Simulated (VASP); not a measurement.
Here is the system:

```
CELL_PARAMETERS angstrom
      0.00000     3.06327     3.06327
      3.06327     0.00000     3.06327
      3.06327     3.06327     0.00000
ATOMIC_POSITIONS crystal
  In 0.00000 0.00000 0.00000
  As 0.25000 0.25000 0.25000
```

The numbers are results of PBE0 hybrid, VASP's PBE PAW potentials (set 64) (plane waves; VASP), not measurements. Run with 520 eV cut-off, 6×6×6 Γ-centred mesh, Gaussian smearing of 0.050 eV, potentials In_d As.

Unless said otherwise, spin-orbit coupling is left out, though it shifts the bands of the heavy elements here.

Predict the energy per atom (σ→0), band gap (on the k-mesh) with the smallest direct gap where there is one.

The band gap (on the k-mesh) comes out as 0.86 eV. The smallest direct gap (on the k-mesh) is 0.86 eV and the energy per atom (σ→0) is -5043 meV/atom.

Total energies compare only between runs with the same potentials, cut-off and functional.

The compound is InAs in the zinc blende structure. This cell is one point of a volume scan, at 0.97 of the reference volume. The cell's shape comes from a PBE relaxation.
